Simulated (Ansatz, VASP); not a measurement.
# Si41O45 (amorphous SiO1.10) in two plane-wave programs

Aim: how closely do two programs agree when they are given the same cell, functional and k mesh? The structure shown is the start of the Ansatz relaxation below; VASP solves that cell, so the two are compared at the walk's first step.

Method: plane waves, with VASP 6.6.1 beside it; single point at PBE, in Ansatz 0.2.0.

## Step 1: The starting structure

The cell holds 86 atoms: 41 Si and 45 O. Its edges and angles: a = 11.186 Å, b = 11.186 Å, c = 11.186 Å, α = 90.0°, β = 90.0°, γ = 90.0°. 86 atoms (41 Si, 45 O) packed at random and pushed apart as soft spheres at 2.22 g/cm^3; MD (Langevin at fixed volume unless said) with the MACE-MP-0b2 small potential (Batatia et al., arXiv:2401.00096), steps of 1.5 fs: 0.525 ps at 3200 K, 3200 to 1920 K in 0.525 ps, 1920 to 300 K in 1.5 ps; then atoms relaxed.

## Step 2: Ansatz: relaxation, PBE

Ansatz runs on its default PAW (the set named soft_2) files.

The two programs are compared at the cell with which this relaxation starts, whose forces are those of its first step.

Input file input.yaml:

```yaml
crystal:
  lattice:
    - [11.18641, 0.0, 0.0]
    - [0.0, 11.18641, 0.0]
    - [0.0, 0.0, 11.18641]
  atoms:
    - { symbol: Si, position: [0.76507, 0.82997, 0.45582] }
    - { symbol: Si, position: [0.16752, 0.18625, 0.25388] }
    - { symbol: Si, position: [0.71687, 0.36291, 0.68665] }
    - { symbol: Si, position: [0.22046, 0.48164, 0.95878] }
    - { symbol: Si, position: [0.77052, 0.62643, 0.83094] }
    - { symbol: Si, position: [0.13479, 0.69309, 0.77477] }
    - { symbol: Si, position: [0.60726, 0.0777, 0.92115] }
    - { symbol: Si, position: [0.45313, 0.626, 0.68872] }
    - { symbol: Si, position: [0.41049, 0.87666, 0.23925] }
    - { symbol: Si, position: [0.24039, 0.84671, 0.86228] }
    - { symbol: Si, position: [0.01589, 0.31255, 0.07228] }
    - { symbol: Si, position: [0.45877, 0.54437, 0.09542] }
    - { symbol: Si, position: [0.34289, 0.17744, 0.65051] }
    - { symbol: Si, position: [0.55854, 0.63914, 0.49172] }
    - { symbol: Si, position: [0.75249, 0.01635, 0.31899] }
    - { symbol: Si, position: [0.03999, 0.75337, 0.11458] }
    - { symbol: Si, position: [0.79633, 0.65137, 0.04965] }
    - { symbol: Si, position: [0.05029, 0.58413, 0.4117] }
    - { symbol: Si, position: [0.75926, 0.2857, 0.40999] }
    - { symbol: Si, position: [0.35012, 0.10779, 0.07738] }
    - { symbol: Si, position: [0.56508, 0.6955, 0.85969] }
    - { symbol: Si, position: [0.04328, 0.9161, 0.90238] }
    - { symbol: Si, position: [0.11415, 0.28614, 0.65618] }
    - { symbol: Si, position: [0.75592, 0.40438, 0.15327] }
    - { symbol: Si, position: [0.24585, 0.71924, 0.09241] }
    - { symbol: Si, position: [0.41468, 0.04067, 0.80522] }
    - { symbol: Si, position: [0.22335, 0.68358, 0.58628] }
    - { symbol: Si, position: [0.2559, 0.4828, 0.50498] }
    - { symbol: Si, position: [0.38027, 0.39065, 0.84174] }
    - { symbol: Si, position: [0.99254, 0.20322, 0.88303] }
    - { symbol: Si, position: [0.55097, 0.25651, 0.0132] }
    - { symbol: Si, position: [0.82213, 0.1756, 0.75658] }
    - { symbol: Si, position: [0.66883, 0.89557, 0.14369] }
    - { symbol: Si, position: [0.89801, 0.93342, 0.60162] }
    - { symbol: Si, position: [0.00343, 0.7698, 0.31831] }
    - { symbol: Si, position: [0.38429, 0.86995, 0.45111] }
    - { symbol: Si, position: [0.02265, 0.9791, 0.38603] }
    - { symbol: Si, position: [0.92973, 0.78257, 0.76473] }
    - { symbol: Si, position: [0.36756, 0.3237, 0.41917] }
    - { symbol: Si, position: [0.95258, 0.32663, 0.45053] }
    - { symbol: Si, position: [0.4976, 0.47728, 0.33435] }
    - { symbol: O, position: [0.73805, 0.37552, 0.29423] }
    - { symbol: O, position: [0.31476, 0.768, 0.21166] }
    - { symbol: O, position: [0.54857, 0.83835, 0.207] }
    - { symbol: O, position: [0.65816, 0.32354, 0.08396] }
    - { symbol: O, position: [0.71168, 0.35295, 0.53577] }
    - { symbol: O, position: [0.34321, 0.08554, 0.93348] }
    - { symbol: O, position: [0.41956, 0.49612, 0.74683] }
    - { symbol: O, position: [0.1594, 0.57725, 0.86463] }
    - { symbol: O, position: [0.19646, 0.16979, 0.62015] }
    - { symbol: O, position: [0.63041, 0.98061, 0.03005] }
    - { symbol: O, position: [0.38663, 0.99235, 0.15575] }
    - { symbol: O, position: [0.34318, 0.28358, 0.75314] }
    - { symbol: O, position: [0.08652, 0.28383, 0.79926] }
    - { symbol: O, position: [0.73, 0.54639, 0.12892] }
    - { symbol: O, position: [0.26444, 0.81019, 0.51906] }
    - { symbol: O, position: [0.84868, 0.06355, 0.6554] }
    - { symbol: O, position: [0.17387, 0.41217, 0.60864] }
    - { symbol: O, position: [0.88758, 0.37785, 0.0992] }
    - { symbol: O, position: [0.69253, 0.70612, 0.49958] }
    - { symbol: O, position: [0.08003, 0.66163, 0.53449] }
    - { symbol: O, position: [0.03373, 0.05998, 0.88308] }
    - { symbol: O, position: [0.50226, 0.35251, 0.91341] }
    - { symbol: O, position: [0.85724, 0.77019, 0.35366] }
    - { symbol: O, position: [0.21788, 0.14591, 0.12275] }
    - { symbol: O, position: [0.9014, 0.02946, 0.31431] }
    - { symbol: O, position: [0.34899, 0.9083, 0.78331] }
    - { symbol: O, position: [0.74502, 0.78317, 0.08813] }
    - { symbol: O, position: [0.05054, 0.2633, 0.20977] }
    - { symbol: O, position: [0.30509, 0.79636, 0.98285] }
    - { symbol: O, position: [0.73159, 0.10644, 0.85112] }
    - { symbol: O, position: [0.44297, 0.21807, 0.10541] }
    - { symbol: O, position: [0.27081, 0.25986, 0.32631] }
    - { symbol: O, position: [0.51529, 0.61398, 0.97805] }
    - { symbol: O, position: [0.2942, 0.5757, 0.06217] }
    - { symbol: O, position: [0.98305, 0.28343, 0.58918] }
    - { symbol: O, position: [0.47585, 0.75281, 0.44566] }
    - { symbol: O, position: [0.11897, 0.41361, 0.03757] }
    - { symbol: O, position: [0.17784, 0.51442, 0.38125] }
    - { symbol: O, position: [0.40829, 0.22773, 0.52588] }
    - { symbol: O, position: [0.00624, 0.87895, 0.03981] }
    - { symbol: O, position: [0.12979, 0.07116, 0.33683] }
    - { symbol: O, position: [0.94097, 0.65056, 0.07389] }
    - { symbol: O, position: [0.95319, 0.47537, 0.43344] }
    - { symbol: O, position: [0.76698, 0.49592, 0.74807] }
    - { symbol: O, position: [0.70984, 0.14914, 0.37755] }
kpoints:
  mp_grid: { grid: [1, 1, 1] }
hamiltonian:
  xc: pbe
scf:
  occupations: { method: fermi_dirac, width: 0.025 }
output:
  forces: true
relax:
  f_tol: 0.04
  max_steps: 250
  cell: {}
```

Command:

```sh
$ ansatz run input.yaml --threads 4 --pin off --max-ram 8192MiB --backend cpu --events-out ev --progress --plain --runs-dir out
```

Numbers of over 12 decimals in the logs are rounded to 6 here.

Output:

```text
Engine: ansatz 0.2.0, aarch64-unknown-linux-gnu
Pseudopotentials: kind: paw
Pseudopotential: Si, paw, valence charge 4, recommended cutoff 420 eV (normal), Si.paw.azcp
Pseudopotential: O, paw, valence charge 6, recommended cutoff 420 eV (normal), O.paw.azcp
Functional definition: PBE
  parameter kappa = 0.804
  parameter beta = 0.066725
  exchange = pbe_x(kappa = kappa, mu = beta*pi^2/3)
  correlation = pbe_c(beta = beta)
Crystal: 86 atoms, lattice volume = 1399.820 Å³
Basis set: ecut = 420 eV, 27369 PW (Γ), exchange–correlation on 150×150×150 points (8 copies of the dense FFT grid, shifted against one another)
Bands: 303, of which v1, the nominal top of the filled ones, is band 217 counted from 1 (216 counted from 0)
Symmetry: 1 space group operations
Space group: P1 (ITA 1), of the structure as read, at distance tolerance 1.1e-4 Å
k-points: 1
Non-local potential: Si, projectors of the file, l = 0: 2, l = 1: 2, l = 2: 2
Non-local potential: O, projectors of the file, l = 0: 2, l = 1: 2, l = 2: 1
PAW form: soft (Blöchl's): semilocal exchange-correlation on the pseudo side does not see the compensation charge
PAW one-centre angular grid: Si, 110 points (default); XC on 64 Gauss nodes
PAW one-centre angular grid: O, 110 points (default); XC on 64 Gauss nodes
Initial density: superposition of atomic densities (neutral atoms: chi_scale 0, normalization atom), corrected by the library's trained network
Initial wavefunctions: pseudopotential atomic-orbital guess
Functional: x = pbe(κ = 0.804, μ = 0.219515), c = pbe(β = 0.066725)
SCF iter   1: F=—  HF=-51639.874599 eV  |F-HF|=—  |Δ(HF+E_count)|=         —  Δρ=6.30e-3  dr2=1.17e0  ethr=1.77e-3  ⟨swp⟩=6.0  Hψ=1442  notcnv=0  defer=43
preconditioner: auto → LDOS  [insulator: Δε(μ)=0.111 eV  Ē_g=10.238 eV  σ=0.025 eV  W_gap=0.80  n_scr=250 (ndim 8)  ℏωp=18.4 eV  f_vac=0.108  D(μ)=14.17/eV (n_scr^D=56)  ε∞_Penn≈4.2  β→1.0]
SCF iter   2: F=—  HF=-51639.934392 eV  |F-HF|=—  |Δ(HF+E_count)|=   5.98e-2  Δρ=6.21e-3  dr2=1.49e0  ethr=2.70e-4  ⟨swp⟩=3.0  Hψ=512  notcnv=0  defer=77
SCF iter   3: F=—  HF=-51639.754414 eV  |F-HF|=—  |Δ(HF+E_count)|=   1.80e-1  Δρ=2.49e-3  dr2=2.73e-1  ethr=2.70e-4  ⟨swp⟩=3.0  Hψ=411  notcnv=0  defer=77
SCF iter   4: F=—  HF=-51639.735656 eV  |F-HF|=—  |Δ(HF+E_count)|=   1.88e-2  Δρ=1.19e-3  dr2=6.41e-2  ethr=6.29e-5  ⟨swp⟩=2.0  Hψ=255  notcnv=0  defer=77
SCF iter   5: F=—  HF=-51639.731096 eV  |F-HF|=—  |Δ(HF+E_count)|=   4.56e-3  Δρ=6.41e-4  dr2=1.53e-2  ethr=1.48e-5  ⟨swp⟩=2.0  Hψ=250  notcnv=0  defer=77
SCF iter   6: F=—  HF=-51639.730499 eV  |F-HF|=—  |Δ(HF+E_count)|=   5.97e-4  Δρ=4.42e-4  dr2=6.44e-3  ethr=3.53e-6  ⟨swp⟩=2.0  Hψ=242  notcnv=0  defer=77
SCF iter   7: F=—  HF=-51639.730266 eV  |F-HF|=—  |Δ(HF+E_count)|=   2.33e-4  Δρ=2.92e-4  dr2=3.09e-3  ethr=1.48e-6  ⟨swp⟩=3.0  Hψ=462  notcnv=0  defer=77
SCF iter   8: F=—  HF=-51639.730112 eV  |F-HF|=—  |Δ(HF+E_count)|=   1.54e-4  Δρ=1.91e-4  dr2=1.48e-3  ethr=7.13e-7  ⟨swp⟩=3.0  Hψ=462  notcnv=0  defer=77
SCF iter   9: F=—  HF=-51639.730060 eV  |F-HF|=—  |Δ(HF+E_count)|=   5.17e-5  Δρ=1.21e-4  dr2=5.51e-4  ethr=3.41e-7  ⟨swp⟩=2.0  Hψ=243  notcnv=0  defer=77
SCF iter  10: F=—  HF=-51639.730058 eV  |F-HF|=—  |Δ(HF+E_count)|=   2.31e-6  Δρ=8.81e-5  dr2=2.12e-4  ethr=1.27e-7  ⟨swp⟩=2.0  Hψ=350  notcnv=0  defer=77
SCF iter  11: F=—  HF=-51639.730050 eV  |F-HF|=—  |Δ(HF+E_count)|=   8.03e-6  Δρ=5.80e-5  dr2=8.82e-5  ethr=4.88e-8  ⟨swp⟩=2.0  Hψ=356  notcnv=0  defer=77
SCF iter  12: F=—  HF=-51639.728351 eV  |F-HF|=—  |Δ(HF+E_count)|=   1.70e-3  Δρ=3.77e-5  dr2=3.71e-5  ethr=2.03e-8  ⟨swp⟩=2.0  Hψ=396  notcnv=0  defer=77
SCF iter  13: F=—  HF=-51639.728349 eV  |F-HF|=—  |Δ(HF+E_count)|=   1.89e-6  Δρ=2.73e-5  dr2=2.01e-5  ethr=8.56e-9  ⟨swp⟩=2.0  Hψ=356  notcnv=0  defer=77
SCF iter  14: F=—  HF=-51639.728348 eV  |F-HF|=—  |Δ(HF+E_count)|=   1.54e-6  Δρ=2.09e-5  dr2=1.29e-5  ethr=4.64e-9  ⟨swp⟩=2.0  Hψ=396  notcnv=0  defer=77
SCF iter  15: F=—  HF=-51639.728347 eV  |F-HF|=—  |Δ(HF+E_count)|=   1.07e-6  Δρ=1.63e-5  dr2=9.85e-6  ethr=2.97e-9  ⟨swp⟩=3.0  Hψ=416  notcnv=0  defer=77
SCF iter  16: F=—  HF=-51639.728346 eV  |F-HF|=—  |Δ(HF+E_count)|=   5.55e-7  Δρ=1.21e-5  dr2=4.55e-6  ethr=2.27e-9  ⟨swp⟩=2.0  Hψ=229  notcnv=0  defer=77
SCF iter  17: F=—  HF=-51639.728346 eV  |F-HF|=—  |Δ(HF+E_count)|=   9.86e-8  Δρ=9.86e-6  dr2=3.31e-6  ethr=1.05e-9  ⟨swp⟩=2.0  Hψ=237  notcnv=0  defer=77
SCF iter  18: F=—  HF=-51639.728346 eV  |F-HF|=—  |Δ(HF+E_count)|=   1.49e-7  Δρ=8.11e-6  dr2=2.23e-6  ethr=7.62e-10  ⟨swp⟩=2.0  Hψ=244  notcnv=0  defer=77
SCF iter  19: F=—  HF=-51639.728346 eV  |F-HF|=—  |Δ(HF+E_count)|=   2.24e-7  Δρ=6.14e-6  dr2=1.23e-6  ethr=5.15e-10  ⟨swp⟩=2.0  Hψ=273  notcnv=0  defer=77
SCF iter  20: F=—  HF=-51639.728346 eV  |F-HF|=—  |Δ(HF+E_count)|=   1.46e-7  Δρ=4.13e-6  dr2=5.37e-7  ethr=2.84e-10  ⟨swp⟩=2.0  Hψ=242  notcnv=0  defer=77
[...]
atom  67  O     -0.00814775    -0.00056594    -0.00294765
  atom  68  O      0.01311284     0.00610356     0.00674742
  atom  69  O     -0.00492702     0.00918415    -0.02001495
  atom  70  O     -0.00826422    -0.00196937     0.00472111
  atom  71  O      0.00187725    -0.00793656    -0.00616889
  atom  72  O      0.00567587     0.00175797     0.01383423
  atom  73  O     -0.00218488    -0.00581254     0.00544418
  atom  74  O      0.01031979     0.00087364    -0.00625989
  atom  75  O      0.00885993     0.00451525    -0.00462309
  atom  76  O     -0.00186642    -0.00489191    -0.00729662
  atom  77  O      0.00249142     0.01981045     0.00179380
  atom  78  O      0.01741336    -0.00658814     0.00647511
  atom  79  O     -0.00643319     0.00348801     0.00234925
  atom  80  O      0.00071906     0.00685040     0.00478612
  atom  81  O      0.00281792    -0.01047450     0.00049836
  atom  82  O      0.01155590    -0.00854669     0.00102914
  atom  83  O      0.01547441    -0.00671797    -0.00614465
  atom  84  O     -0.00418196     0.00406797     0.00077948
  atom  85  O     -0.00474398     0.00096752     0.00244400
  atom  86  O     -0.00951495    -0.00354914     0.00837465
  max |Σ_I F_I| component: 2.75e-5 eV/Å
--- Stress (GPa, compression-positive) ---
        0.010097       0.000727      -0.001199
        0.000728      -0.028618      -0.003406
       -0.001197      -0.003404      -0.005128
  P = ⅓ Tr σ = -0.0079 GPa (-0.079 kbar)
--- Relaxed structure (38 steps of the walk, 36 accepted, 2 SCFs on fresh bases) ---
  F+E_penalty+E_count = -51647.22087174 eV   max|allowed force component| = 3.561e-2 eV/Å   (the final SCF, on the basis selected at the relaxed cell)
  cell:  # Å, volume = 1355.8926 Å³
    - [11.536274, -0.113886, 0.168902]
    - [-0.113886, 10.482874, -0.170180]
    - [0.168902, -0.170180, 11.218288]
  atoms:
    - { symbol: Si, position: [0.756627, 0.820167, 0.454016] }
    - { symbol: Si, position: [0.176579, 0.164617, 0.298927] }
    - { symbol: Si, position: [0.716166, 0.388639, 0.671048] }
    - { symbol: Si, position: [0.210032, 0.485640, 0.949049] }
    - { symbol: Si, position: [0.791057, 0.640500, 0.806925] }
    - { symbol: Si, position: [0.129378, 0.688633, 0.776873] }
    - { symbol: Si, position: [0.596379, 0.073915, 0.917388] }
    - { symbol: Si, position: [0.558991, 0.544314, 0.713013] }
    - { symbol: Si, position: [0.416968, 0.868218, 0.270209] }
    - { symbol: Si, position: [0.227702, 0.853076, 0.874743] }
    - { symbol: Si, position: [-0.018385, 0.354691, -0.00235512] }
    - { symbol: Si, position: [0.526996, 0.643536, 0.107416] }
    - { symbol: Si, position: [0.346640, 0.152311, 0.670715] }
    - { symbol: Si, position: [0.535655, 0.635808, 0.528259] }
    - { symbol: Si, position: [0.748492, 0.00132479, 0.329491] }
    - { symbol: Si, position: [0.031646, 0.769511, 0.115467] }
    - { symbol: Si, position: [0.814482, 0.660790, 0.020041] }
    - { symbol: Si, position: [0.047594, 0.581695, 0.395075] }
    - { symbol: Si, position: [0.768027, 0.286233, 0.395114] }
    - { symbol: Si, position: [0.352911, 0.106472, 0.106735] }
    - { symbol: Si, position: [0.603055, 0.729232, 0.827641] }
    - { symbol: Si, position: [0.040997, 0.943705, 0.900880] }
    - { symbol: Si, position: [0.131167, 0.269243, 0.609919] }
    - { symbol: Si, position: [0.753332, 0.407094, 0.147008] }
[...]
- { symbol: Si, position: [0.896105, 0.923240, 0.590521] }
    - { symbol: Si, position: [-0.027264, 0.759281, 0.310358] }
    - { symbol: Si, position: [0.372066, 0.887332, 0.516823] }
    - { symbol: Si, position: [0.00361824, 0.958188, 0.402267] }
    - { symbol: Si, position: [0.946236, 0.795100, 0.762048] }
    - { symbol: Si, position: [0.393305, 0.297722, 0.446463] }
    - { symbol: Si, position: [0.969760, 0.302503, 0.398689] }
    - { symbol: Si, position: [0.451074, 0.491847, 0.374585] }
    - { symbol: O, position: [0.731824, 0.381055, 0.286780] }
    - { symbol: O, position: [0.320179, 0.756424, 0.220892] }
    - { symbol: O, position: [0.554014, 0.809251, 0.184594] }
    - { symbol: O, position: [0.658267, 0.330348, 0.068573] }
    - { symbol: O, position: [0.727200, 0.358846, 0.521638] }
    - { symbol: O, position: [0.344578, 0.077544, 0.961941] }
    - { symbol: O, position: [0.421036, 0.498028, 0.747561] }
    - { symbol: O, position: [0.127820, 0.551338, 0.850845] }
    - { symbol: O, position: [0.211411, 0.142052, 0.618990] }
    - { symbol: O, position: [0.635152, 0.988548, 0.030518] }
    - { symbol: O, position: [0.401478, 0.992958, 0.185397] }
    - { symbol: O, position: [0.325387, 0.272572, 0.771179] }
    - { symbol: O, position: [0.069237, 0.293129, 0.742638] }
    - { symbol: O, position: [0.752626, 0.556937, 0.114736] }
    - { symbol: O, position: [0.232990, 0.827206, 0.528977] }
    - { symbol: O, position: [0.829756, 0.063387, 0.630297] }
    - { symbol: O, position: [0.209168, 0.389558, 0.561295] }
    - { symbol: O, position: [0.886561, 0.357840, 0.104813] }
    - { symbol: O, position: [0.658251, 0.713646, 0.489912] }
    - { symbol: O, position: [0.057308, 0.649708, 0.529505] }
    - { symbol: O, position: [0.015272, 0.099133, 0.895233] }
    - { symbol: O, position: [0.479759, 0.367713, 0.931425] }
    - { symbol: O, position: [0.830613, 0.743072, 0.344116] }
    - { symbol: O, position: [0.223300, 0.140124, 0.161121] }
[...]
- { symbol: O, position: [0.175502, 0.522897, 0.358311] }
    - { symbol: O, position: [0.429445, 0.216134, 0.560994] }
    - { symbol: O, position: [0.019115, 0.904416, 0.043230] }
    - { symbol: O, position: [0.125459, 0.034098, 0.360717] }
    - { symbol: O, position: [0.957349, 0.654782, 0.041189] }
    - { symbol: O, position: [0.958387, 0.458830, 0.401849] }
    - { symbol: O, position: [0.815598, 0.492149, 0.734138] }
    - { symbol: O, position: [0.700418, 0.146888, 0.367431] }
```

[end of part 1 of 2]

[Lines on the potential files, build, host, timing and source positions are cut from VASP's logs without a mark.]

[Logs are printed without paths, hosts, clocks, repeated set-up lines and the standing remarks that a program may print on its own settings, such as how far it seeks lower states.]

[Hosts, paths, dates, database ids (printed as entryN), source tags and the programs' standing remarks are cut or masked in the printed files.]
